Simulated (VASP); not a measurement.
Here is the system:

```xyz
1
Lattice="0.0000 2.4191 2.4191 2.4191 0.0000 2.4191 2.4191 2.4191 0.0000" Properties=species:S:1:pos:R:3 pbc="T T T"
Tm     0.0000     0.0000     0.0000
```

Level of theory: PBEsol GGA, VASP's PBE PAW potentials (set 64) (plane waves; VASP). Run with 400 eV cut-off, Gaussian smearing of 0.050 eV, potentials Tm_3.

The 4f electrons are frozen in the core of the lanthanide potential, so 4f levels, which can set the real gap, and their magnetism are missing.

Q: Give the energies of bands 4 to 7 at the high-symmetry points, in eV from the Fermi level.

A: 
```
band      Γ      X      U      L      W
----  -----  -----  -----  -----  -----
4     -5.88  -2.17  -1.25  -2.57  -0.90
5      2.16  -1.04  -0.56   0.80   0.34
6      2.16   2.48   1.29   1.93   0.34
7      2.16   6.62   4.36   1.93   2.82
```

It has no gap at this level: it comes out as a metal or semimetal.

The structure was generated: Tm was put into the fcc type (Fm-3m), which need not be its known phase. It was relaxed first, which changed the volume by -6 %.
